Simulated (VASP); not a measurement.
Input:

```xyz
3
Lattice="0.0000 3.1409 3.1409 3.1409 0.0000 3.1409 3.1409 3.1409 0.0000" Properties=species:S:1:pos:R:3 pbc="T T T"
Mg     1.5705     1.5705     1.5705
Mg     4.7114     4.7114     4.7114
Si     0.0000     0.0000     0.0000
```

All values below come from PBE GGA with D3 dispersion (zero damping), VASP's PBE PAW potentials (set 64) (plane waves; VASP). Settings: 520 eV cut-off, Gaussian smearing of 0.050 eV, potentials Mg Si.

Task: What does the run give for the band gap (along the path) with the smallest direct gap where there is one?

Result: 
band gap (along the path): 0.16 eV
smallest direct gap (along the path): 2.07 eV

The absolute energy has meaning only against runs of the same code, potentials and settings.

The compound is Mg2Si in the antifluorite structure. It was relaxed first.
